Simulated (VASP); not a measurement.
An input for Quantum ESPRESSO's pw.x (written as the equivalent of a VASP run, and not itself run):

```
&CONTROL
  calculation = 'vc-relax'
  pseudo_dir = './pseudo'
  outdir = './out'
  tprnfor = .true.
  tstress = .true.
  nstep = 40
  forc_conv_thr = 0.00078
/
&SYSTEM
  ibrav = 0
  nat = 3
  ntyp = 2
  ecutwfc = 84
  occupations = 'smearing'
  smearing = 'gaussian'
  degauss = 0.003675
  input_dft = 'pbesol'
/
&ELECTRONS
  conv_thr = 7.3e-08
  electron_maxstep = 100
/
&IONS
/
&CELL
/
ATOMIC_SPECIES
  Pb 207.200 Pb.upf
  F 18.998 F.upf
CELL_PARAMETERS angstrom
     0.0000000    2.9474525    2.9474525
     2.9474525    0.0000000    2.9474525
     2.9474525    2.9474525   -0.0000000
ATOMIC_POSITIONS crystal
  Pb   1.0000000  0.0000000  0.0000000
  F    0.2500000  0.2500000  0.2500000
  F    0.7500000  0.7500000  0.7500000
K_POINTS automatic
  7 7 7 0 0 0
```

**Question.** Write the VASP files for the same calculation (PBEsol).

**Answer.** One answer among several that fit: 
INCAR:
```
# general
SYSTEM =PbF2
PREC   =Accurate
ENCUT  =620
LREAL  =.FALSE.   # projection in real space or not
LASPH  =.TRUE.

# electronic loop
EDIFF  =1E-6   # SCF stop (eV)
NELM   =100
ALGO   =Normal
LMAXMIX=4

# smearing
ISMEAR =0
SIGMA  =0.05   # width (eV)

# functional
GGA    =PS   # PBEsol

# ions
IBRION =2   # conjugate gradients
NSW    =40   # most ionic steps
ISIF   =3   # ions, shape and volume
EDIFFG =-0.02   # ionic stop

# output
LWAVE  =.FALSE.
LCHARG =.FALSE.
```

### KPOINTS
```
Automatic
0
Gamma
7 7 7
0 0 0
```

File POSCAR:
```
PbF2
1
    0.0000000000     2.9474525074     2.9474525074
    2.9474525074     0.0000000000     2.9474525074
    2.9474525074     2.9474525074    -0.0000000000
Pb F
1 2
Direct
  1.0000000000   0.0000000000   0.0000000000
  0.2500000000   0.2500000000   0.2500000000
  0.7500000000   0.7500000000   0.7500000000
```

POTCAR, in this order: Pb_d F (PBE.64 set). Program: vasp_std.

Limits of the translation: the potentials are each code's own (VASP's PAW set, PseudoDojo norm-conserving files in pw.x), so ENCUT and ecutwfc are chosen apart and not converted; conv_thr bounds pw.x's estimated SCF error, while EDIFF bounds the energy change between steps; forc_conv_thr acts on force components and is met together with etot_conv_thr.

The compound is PbF2 in the fluorite structure, the β form. It was relaxed first.
